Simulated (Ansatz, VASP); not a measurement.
# AlN: VASP beside Ansatz, part 2 of 4

One calculation is typed for both programs; each brings its own data sets. How far apart do they land? The cell is taken from a series of runs on this material, whose earlier steps may have relaxed, scaled, displaced or heated it; both programs get it as it stands.

VASP 6.6.1 and Ansatz 0.2.0.

So far: The structure; Ansatz: zone-centre phonons, PBE, pair 1.

## 3. VASP: zone-centre phonons, PBE, pair 1

Level of this step: PBE; plane waves and PAW (Al, N) (VASP).

The same cell, functional and mesh now go to VASP, with its own data sets.

Lines of VASP's logs that name or quote its potential files are left out, and so is its time.

Contents of INCAR:

```
SYSTEM = AlN
PREC = Accurate
ENCUT = 600
EDIFF = 1E-08
NELM = 120
ISMEAR = 0
SIGMA = 0.01
LREAL = .FALSE.
ALGO = Normal
GGA = PE
NBANDS = 14
LORBIT = 11
LWAVE = .FALSE.
LCHARG = .FALSE.
ISIF = 2
IBRION = 8
LEPSILON = .TRUE.
LASPH = .TRUE.
GGA_COMPAT = .FALSE.
EFERMI = MIDGAP
KPAR = 2
```

Contents of POSCAR:

```
AlN
1.0
    3.1137658873      0.0000000000      0.0000000000
   -1.5568829436      2.6966003598      0.0000000000
    0.0000000000      0.0000000000      4.9866669807
Al N
2 2
Direct
    0.3333333333      0.6666666667      0.9990988724
    0.6666666667      0.3333333333      0.4990988724
    0.3333333333      0.6666666667      0.3809011276
    0.6666666667      0.3333333333      0.8809011276
```

Contents of KPOINTS:

```
Automatic mesh
0
Gamma
9 9 4
0 0 0
```

PAW data sets: Al and N (PBE family, release 64).

On the command line:

```bash
mpirun -np 2 vasp_std
```

The log of the run:

```text
[banner, memory and clock lines left out]
running    2 mpi-ranks, on    1 nodes
 distrk:  each k-point on    1 cores,    2 groups
 distr:  one band on    1 cores,    1 groups

 POSCAR found type information on POSCAR AlN
 POSCAR found :  2 types and       4 ions
 LDA part: xc-table for (Slater+PW92), standard interpolation
 POSCAR, INCAR and KPOINTS ok, starting setup
 FFT: planning ... GRIDC
 FFT: planning ... GRID_SOFT
 FFT: planning ... GRID
 WAVECAR not read
 entering main loop
       N       E                     dE             d eps       ncg     rms          rms(c)
DAV:   1     0.531026685996E+02    0.53103E+02   -0.81339E+03  1016   0.114E+03
DAV:   2    -0.300011693648E+02   -0.83104E+02   -0.75934E+02  1394   0.226E+02
DAV:   3    -0.344826018639E+02   -0.44814E+01   -0.44627E+01  1404   0.558E+01
DAV:   4    -0.345161184952E+02   -0.33517E-01   -0.33513E-01  1086   0.529E+00
DAV:   5    -0.345165320215E+02   -0.41353E-03   -0.41351E-03  1398   0.591E-01    0.122E+01
DAV:   6    -0.297563395446E+02    0.47602E+01   -0.13136E+01  1284   0.284E+01    0.418E+00
DAV:   7    -0.297890052019E+02   -0.32666E-01   -0.80069E-01  1098   0.656E+00    0.291E+00
DAV:   8    -0.297823151494E+02    0.66901E-02   -0.75411E-02  1152   0.281E+00    0.537E-01
DAV:   9    -0.297764579287E+02    0.58572E-02   -0.18726E-02  1344   0.102E+00    0.248E-01
DAV:  10    -0.297771614211E+02   -0.70349E-03   -0.33570E-03  1194   0.395E-01    0.153E-01
DAV:  11    -0.297770131497E+02    0.14827E-03   -0.39610E-04  1296   0.158E-01    0.351E-02
DAV:  12    -0.297770164024E+02   -0.32527E-05   -0.17078E-05  1188   0.373E-02    0.926E-03
DAV:  13    -0.297770162094E+02    0.19299E-06   -0.92145E-06  1266   0.246E-02    0.647E-03
DAV:  14    -0.297770161490E+02    0.60427E-07   -0.59553E-07  1302   0.675E-03    0.279E-03
DAV:  15    -0.297770161788E+02   -0.29847E-07   -0.15552E-07  1350   0.320E-03    0.332E-04
DAV:  16    -0.297770161680E+02    0.10867E-07   -0.65369E-09   768   0.702E-04    0.181E-04
DAV:  17    -0.297770161679E+02    0.10550E-09   -0.53296E-10   738   0.339E-04
   1 F= -.29777016E+02 E0= -.29777016E+02  d E =0.000000E+00
 Linear response reoptimize wavefunctions to high precision
DAV:   1    -0.297770161676E+02    0.25057E-09   -0.55799E-11   780   0.659E-05
DAV:   2    -0.297770161676E+02   -0.11369E-10   -0.74138E-12   714   0.301E-05
 Linear response G [H, r] |phi>, progress :
  Direction:   1
       N       E                     dE             d eps       ncg     rms
RMM:   1    -0.606602672939E+02   -0.60660E+02    0.10777E+02  2430   0.751E+01
RMM:   2    -0.543665153100E+02    0.62938E+01   -0.32959E+00  1700   0.161E+01
RMM:   3    -0.544030538636E+02   -0.36539E-01   -0.47520E-02  1834   0.174E+00
RMM:   4    -0.544041521990E+02   -0.10983E-02   -0.12599E-03  1940   0.248E-01
RMM:   5    -0.544041457565E+02    0.64425E-05   -0.40937E-05  1976   0.384E-02
RMM:   6    -0.544041454784E+02    0.27808E-06   -0.75564E-06  2014   0.657E-03
RMM:   7    -0.544041450812E+02    0.39728E-06   -0.28400E-06  2014   0.131E-03
RMM:   8    -0.544041450601E+02    0.21030E-07   -0.44166E-06  1887   0.340E-04
RMM:   9    -0.544041449233E+02    0.13684E-06   -0.63709E-07  1498   0.187E-04
RMM:  10    -0.544041449534E+02   -0.30131E-07   -0.32296E-06  1374   0.168E-04
RMM:  11    -0.544041449100E+02    0.43457E-07   -0.14517E-06  1348   0.167E-04
RMM:  12    -0.544041449525E+02   -0.42487E-07   -0.99512E-06  1325   0.167E-04
RMM:  13    -0.544041449104E+02    0.42013E-07   -0.89875E-06  1286   0.167E-04
 Linear response G [H, r] |phi>, progress :
  Direction:   2
       N       E                     dE             d eps       ncg     rms
RMM:   1    -0.657172444862E+02   -0.65717E+02    0.25888E+01  2317   0.740E+01
RMM:   2    -0.622720558940E+02    0.34452E+01   -0.27592E+00  1708   0.148E+01
RMM:   3    -0.623095074619E+02   -0.37452E-01   -0.43157E-02  1803   0.160E+00
RMM:   4    -0.623103473100E+02   -0.83985E-03   -0.16343E-03  1915   0.230E-01
RMM:   5    -0.623102975654E+02    0.49745E-04   -0.12443E-04  1966   0.354E-02
RMM:   6    -0.623102940888E+02    0.34766E-05   -0.62375E-05  2013   0.597E-03
RMM:   7    -0.623102912220E+02    0.28668E-05   -0.32628E-05  2018   0.117E-03
RMM:   8    -0.623102912707E+02   -0.48678E-07   -0.31658E-05  1862   0.294E-04
RMM:   9    -0.623102911694E+02    0.10127E-06   -0.32082E-05  1497   0.162E-04
RMM:  10    -0.623102912742E+02   -0.10486E-06   -0.36758E-05  1383   0.147E-04
RMM:  11    -0.623102911734E+02    0.10082E-06   -0.35371E-05  1357   0.147E-04
RMM:  12    -0.623102912802E+02   -0.10679E-06   -0.36655E-05  1313   0.147E-04
RMM:  13    -0.623102911847E+02    0.95520E-07   -0.34810E-05  1279   0.147E-04
 Linear response G [H, r] |phi>, progress :
  Direction:   3
       N       E                     dE             d eps       ncg     rms
RMM:   1    -0.679118475677E+02   -0.67912E+02    0.40009E+01  2342   0.745E+01
[...]
RMM:   1    -0.427787954885E+00   -0.42779E+00   -0.15620E+00  2017   0.318E+00
RMM:   2    -0.437829502787E+00   -0.10042E-01   -0.47608E-03  1701   0.430E-01
RMM:   3    -0.437902138246E+00   -0.72635E-04   -0.69586E-05  1750   0.453E-02
RMM:   4    -0.437903639979E+00   -0.15017E-05   -0.17378E-06  1844   0.666E-03
RMM:   5    -0.437903673902E+00   -0.33923E-07   -0.38156E-08  1838   0.109E-03
[...]
RMM:   2    -0.437829493955E+00   -0.10042E-01   -0.47607E-03  1701   0.430E-01    0.974E-01
RMM:   3    -0.433435316533E+00    0.43942E-02   -0.64325E-03  1669   0.529E-01    0.596E-01
RMM:   4    -0.460750520106E+00   -0.27315E-01   -0.10099E-02  1757   0.682E-01    0.871E-02
RMM:   5    -0.464623678944E+00   -0.38732E-02   -0.16978E-04  1810   0.100E-01    0.225E-02
RMM:   6    -0.465533625047E+00   -0.90995E-03   -0.17893E-05  1845   0.303E-02    0.744E-03
RMM:   7    -0.465858062645E+00   -0.32444E-03   -0.19829E-06  1811   0.110E-02    0.107E-03
RMM:   8    -0.465894668575E+00   -0.36606E-04   -0.64340E-08  1896   0.181E-03    0.263E-04
RMM:   9    -0.465895474824E+00   -0.80625E-06   -0.10062E-08  1892   0.589E-04    0.291E-05
RMM:  10    -0.465894285865E+00    0.11890E-05   -0.55508E-08  1439   0.682E-05    0.134E-05
RMM:  11    -0.465894149098E+00    0.13677E-06   -0.77588E-08  1233   0.585E-05    0.302E-06
 change of polarisation eV/A/(eV/A) component  3 :    -0.060    -0.040     0.847
 dielectric tensor                  component  3 :    -0.261    -0.174     4.662
 Linear response DOF=           4
 Linear response progress:
  Degree of freedom:   1/  4
       N       E                     dE             d eps       ncg     rms          rms(c)
RMM:   1    -0.638986619558E-02   -0.63899E-02    0.22718E-03 10870   0.791E-01
RMM:   2    -0.578141951222E-02    0.60845E-03   -0.42102E-04  7532   0.175E-01    0.865E-02
RMM:   3    -0.567540593396E-02    0.10601E-03   -0.59569E-05  7975   0.610E-02    0.476E-02
RMM:   4    -0.568723806782E-02   -0.11832E-04   -0.56456E-05  7667   0.605E-02    0.847E-03
RMM:   5    -0.568329890864E-02    0.39392E-05   -0.10180E-09  8141   0.140E-02    0.125E-03
RMM:   6    -0.568242850575E-02    0.87040E-06    0.32946E-07  8427   0.221E-03    0.552E-04
RMM:   7    -0.568045074975E-02    0.19778E-05   -0.27834E-07  8393   0.983E-04    0.511E-05
RMM:   8    -0.568054426767E-02   -0.93518E-07    0.61518E-08  8690   0.126E-04    0.303E-05
RMM:   9    -0.568049866006E-02    0.45608E-07   -0.24675E-09  8542   0.514E-05    0.481E-06
RMM:  10    -0.568049363805E-02    0.50220E-08   -0.13395E-08  8840   0.988E-06    0.307E-06
 first order change of Fermi-energy  -0.71606E-05
 force on displaced ion       1 direction 1 : -15.669  -0.000   0.000
 Born effective charge ion    1 direction 1 :   2.514   0.000   0.000
 Linear response progress:
  Degree of freedom:   2/  4
       N       E                     dE             d eps       ncg     rms          rms(c)
RMM:   1    -0.179312500307E-01   -0.17931E-01    0.55912E-03  3354   0.124E+00
RMM:   2    -0.115239670856E-01    0.64073E-02   -0.17040E-03  1939   0.373E-01    0.110E-01
RMM:   3    -0.111852679297E-01    0.33870E-03   -0.30561E-04  2037   0.141E-01    0.511E-02
RMM:   4    -0.111105514554E-01    0.74716E-04   -0.21025E-04  2109   0.485E-02    0.257E-02
RMM:   5    -0.110760022108E-01    0.34549E-04   -0.17704E-04  2102   0.408E-02    0.615E-03
RMM:   6    -0.110571229115E-01    0.18879E-04   -0.34083E-05  2152   0.118E-02    0.172E-03
RMM:   7    -0.110543550144E-01    0.27679E-05   -0.38564E-06  2168   0.230E-03    0.400E-04
RMM:   8    -0.110542135433E-01    0.14147E-06    0.43745E-07  2171   0.727E-04    0.167E-04
RMM:   9    -0.110544428294E-01   -0.22929E-06   -0.26846E-07  2194   0.281E-04    0.280E-05
RMM:  10    -0.110543983853E-01    0.44444E-07   -0.34221E-08  2263   0.547E-05    0.115E-05
RMM:  11    -0.110543973350E-01    0.10504E-08   -0.52566E-08  2195   0.286E-05    0.243E-06
 first order change of Fermi-energy  -0.85553E+00
 force on displaced ion       1 direction 3 :  -0.000  -0.000 -20.982
 Born effective charge ion    1 direction 3 :   0.000   0.000   2.675
 Linear response progress:
  Degree of freedom:   3/  4
       N       E                     dE             d eps       ncg     rms          rms(c)
RMM:   1    -0.235435267884E+00   -0.23544E+00    0.22909E-01  9218   0.323E+00
RMM:   2    -0.236571755634E+00   -0.11365E-02   -0.37992E-03  7336   0.473E-01    0.180E-01
RMM:   3    -0.237508848296E+00   -0.93709E-03   -0.92703E-04  6970   0.203E-01    0.886E-02
RMM:   4    -0.239448338816E+00   -0.19395E-02   -0.88993E-04  7159   0.186E-01    0.230E-02
RMM:   5    -0.239440007970E+00    0.83308E-05   -0.27158E-05  8305   0.406E-02    0.263E-03
RMM:   6    -0.239474341622E+00   -0.34334E-04   -0.36624E-07  8526   0.467E-03    0.122E-03
RMM:   7    -0.239470191405E+00    0.41502E-05    0.25425E-07  8537   0.165E-03    0.918E-05
RMM:   8    -0.239470169784E+00    0.21621E-07    0.62705E-07  8834   0.177E-04    0.568E-05
RMM:   9    -0.239470077928E+00    0.91856E-07    0.30508E-08  8672   0.820E-05    0.445E-06
RMM:  10    -0.239470129252E+00   -0.51324E-07    0.49835E-08  8942   0.163E-05    0.245E-06
RMM:  11    -0.239470126988E+00    0.22642E-08   -0.10858E-09  8256   0.103E-05    0.390E-07
 first order change of Fermi-energy  -0.63044E-04
 force on displaced ion       3 direction 1 : -15.742  -0.001  -0.000
 Born effective charge ion    3 direction 1 :  -2.514   0.000   0.000
 Linear response progress:
  Degree of freedom:   4/  4
       N       E                     dE             d eps       ncg     rms          rms(c)
RMM:   1    -0.251727144559E+00   -0.25173E+00    0.24191E-01  2418   0.324E+00
RMM:   2    -0.252064677284E+00   -0.33753E-03   -0.33177E-03  1929   0.457E-01    0.184E-01
RMM:   3    -0.252369660503E+00   -0.30498E-03   -0.17381E-03  1908   0.247E-01    0.840E-02
RMM:   4    -0.253725382689E+00   -0.13557E-02   -0.90747E-04  2034   0.162E-01    0.235E-02
RMM:   5    -0.253892097410E+00   -0.16671E-03   -0.43325E-05  2113   0.356E-02    0.703E-03
RMM:   6    -0.253981258824E+00   -0.89161E-04   -0.47163E-06  2199   0.782E-03    0.256E-03
RMM:   7    -0.253971035160E+00    0.10224E-04   -0.67974E-07  2166   0.318E-03    0.566E-04
RMM:   8    -0.253972477520E+00   -0.14424E-05    0.19808E-07  2254   0.490E-04    0.257E-04
RMM:   9    -0.253971713892E+00    0.76363E-06   -0.45197E-08  2179   0.329E-04    0.262E-05
RMM:  10    -0.253972080346E+00   -0.36645E-06   -0.26108E-08  2290   0.522E-05    0.135E-05
RMM:  11    -0.253972093640E+00   -0.13293E-07   -0.98137E-09  2229   0.260E-05    0.478E-06
RMM:  12    -0.253972095395E+00   -0.17555E-08   -0.10324E-08  2307   0.864E-06    0.121E-06
 first order change of Fermi-energy   0.85542E+00
 force on displaced ion       3 direction 3 :   0.000  -0.000 -19.656
 Born effective charge ion    3 direction 3 :   0.000   0.000  -2.675
 Born effective charges drift removed
 Linear response finished
```

[end of part 2 of 4]

[Lines on the potential files, build, host, timing and source positions are cut from VASP's logs without a mark.]

[Logs are printed without paths, hosts, clocks, repeated set-up lines and the standing remarks that a program may print on its own settings, such as how far it seeks lower states.]

[Hosts, paths, dates, database ids (printed as entryN), source tags and the programs' standing remarks are cut or masked in the printed files.]
